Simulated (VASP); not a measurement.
Input:

```
CELL_PARAMETERS angstrom
      0.00000     2.76153     2.76153
      2.76153     0.00000     2.76153
      2.76153     2.76153     0.00000
ATOMIC_POSITIONS crystal
  Ce 0.00000 0.00000 0.00000
  O  0.25000 0.25000 0.25000
  O  0.75000 0.75000 0.75000
```

The numbers are results of LDA (Ceperley-Alder, Perdew-Zunger), VASP's LDA PAW potentials (set 64) (plane waves; VASP), not measurements. Run with 400 eV cut-off, 10×10×10 Γ-centred mesh, Fermi-Dirac smearing of 0.050 eV, potentials Ce O.

At this cut-off the stress carries a Pulay error, which pulls relaxed volumes low. Energy and stress use the plane-wave basis of the starting cell.

The ions, cell shape and volume are relaxed. Predict the relaxed structure.

```
CELL_PARAMETERS angstrom
      0.00000     2.67062     2.67062
      2.67062     0.00000     2.67062
      2.67062     2.67062     0.00000
ATOMIC_POSITIONS crystal
  Ce 0.00000 0.00000 0.00000
  O  0.25000 0.25000 0.25000
  O  0.75000 0.75000 0.75000
```
Space group Fm-3m (225), at a tolerance of 0.03 Å.

How do energy and volume change from the first to the last step?

The energy (σ→0) changes by -88.3 meV/atom and the volume by -9.6 %, in 7 ionic steps.

```
step  E(σ→0) (eV)  max force (eV/Å)  pressure (GPa)  volume (Å³)
----  -----------  ----------------  --------------  -----------
1        -28.7247             0.000          -19.61        42.12
2        -28.2168             0.000           50.19        32.49
3        -28.9890             0.000           -1.05        38.27
4        -28.9895             0.000           -0.17        38.12
5        -28.9895             0.000            0.31        38.04
6        -28.9895             0.000           -0.40        38.16
7        -28.9895             0.000           -0.01        38.09
```

The structure is a typed CeO2 crystal. This run relaxes it. Symmetry was kept, so distortions that lower it aren't found. The run is one of a series of settings (EDIFFG = -0.01, IBRION = 2, ISIF = 3, NSW = 50 against the base run), some of them coarse on purpose. The run is not spin-polarised, so no magnetic state was tried.
